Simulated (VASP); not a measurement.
A convergence study with VASP on SrCl$_{2}$ (fluorite): one setting is varied, all else stays as given below, so the limit is that of these other settings. Each run relaxes cell and ions from the cell shown. The basis is that of the starting cell, so low cut-offs carry a Pulay error.

```xyz
3
Lattice="0.0000 3.4900 3.4900 3.4900 0.0000 3.4900 3.4900 3.4900 0.0000" Properties=species:S:1:pos:R:3 pbc="T T T"
Sr     0.0000     0.0000     0.0000
Cl     1.7450     1.7450     1.7450
Cl     5.2350     5.2350     5.2350
```

Level of theory: PBE GGA, VASP's PBE PAW potentials (set 64) (plane waves; VASP). The tightest run used: 700 eV cut-off, 4×4×4 Γ-centred mesh, Gaussian smearing of 0.050 eV, potentials Sr_sv Cl.

Gaps are read on the run's mesh, which can miss a band edge.

```tsv
setting	relaxed volume (Å³/atom)	E (eV/atom)	gap on the mesh (eV)	plane waves
ENCUT = 150	21.811	-5.0208	5.326	363
ENCUT = 200	25.538	-4.3187	5.422	568
ENCUT = 250	27.773	-4.2601	5.399	778
ENCUT = 300	28.888	-4.2611	5.253	1008
ENCUT = 350	29.183	-4.2629	5.215	1283
ENCUT = 400	29.148	-4.2626	5.221	1572
```

Problem. These are the cheaper rows. Estimate the results at ENCUT = 700, and how far the last row shown lies from them.

Solution. 
| quantity | tightest run | last row shown is off by |
|---|---|---|
| relaxed volume (Å³/atom) | 29.191 | -0.043 |
| E (eV/atom) | -4.2639 | 0.0012 |
| gap on the mesh (eV) | 5.219 | 0.002 |

Left out are rungs that failed or repeat a setting and relaxations that didn't move; long series are thinned to 24 rows.

The compound is SrCl2 in the fluorite structure.
